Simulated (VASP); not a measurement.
Write the native input for VASP 6.6.1 that does the following.

```yaml
Task: single point
Functional: PBE
Potentials_or_basis: VASP PAW PBE potentials, release 64 (Li_sv, Ge_d, H)
Cutoff: 520 eV
k_mesh: 12 × 12 × 10
Occupations: gaussian, width 0.1 eV
Spin: no spin polarisation
Dipole_correction: no
Further_INCAR_settings: ALGO = Normal; EDIFF = 1e-07; NBANDS = 23
```

The structure of Li2GeH6 lies in POSCAR:

```
Li2GeH6
1.0
    4.6794232619      0.0000000000      0.0000000000
   -2.3397116310      4.0524994199      0.0000000000
    0.0000000000      0.0000000000      3.9217511135
Li Ge H
2 1 6
Direct
    0.3333333333      0.6666666667      0.6582202733
    0.6666666667      0.3333333333      0.3417797267
    0.0000000000      0.0000000000      0.0000000000
    0.8284325865      0.6568651729      0.7512586493
    0.3431348271      0.1715674135      0.7512586493
    0.8284325865      0.1715674135      0.7512586493
    0.1715674135      0.3431348271      0.2487413507
    0.6568651729      0.8284325865      0.2487413507
    0.1715674135      0.8284325865      0.2487413507
```

The cell was built by a generator and needn't be a form met in nature.

These files were run (other wordings do the same):

INCAR

```
PREC     = Accurate       # precision mode
ENCUT    = 520            # plane-wave cutoff, eV
EDIFF    = 1E-7           # SCF threshold, eV
ISMEAR   = 0              # smearing method
SIGMA    = 0.1            # smearing width, eV
LREAL    = F              # projectors in reciprocal space
LASPH    = T              # aspherical terms in the spheres
NELM     = 80             # most SCF steps
ALGO     = Normal         # electronic algorithm
ISIF     = 2              # what is computed and relaxed
LWAVE    = F              # write WAVECAR
LCHARG   = F              # write CHGCAR
GGA      = PE             # functional
NBANDS   = 23             # bands
```

KPOINTS

```
regular mesh
0
Gamma
  12 12 10
```

Potentials or basis: VASP PAW PBE potentials, release 64 (Li_sv, Ge_d, H).

Launch:

```sh
$ cat potpaw_PBE.64/Li_sv/POTCAR potpaw_PBE.64/Ge_d/POTCAR potpaw_PBE.64/H/POTCAR > POTCAR
$ mpirun -np 1 vasp_std > vasp.out
```

It gave:

```
Largest force          : 0.009 eV/Å
Band gap on the k mesh : none (metal or under the smearing width)
```

Run time: 8.4 min on 1 thread of AMD EPYC 7571, with other jobs on the host, peak memory 0.33 GiB.
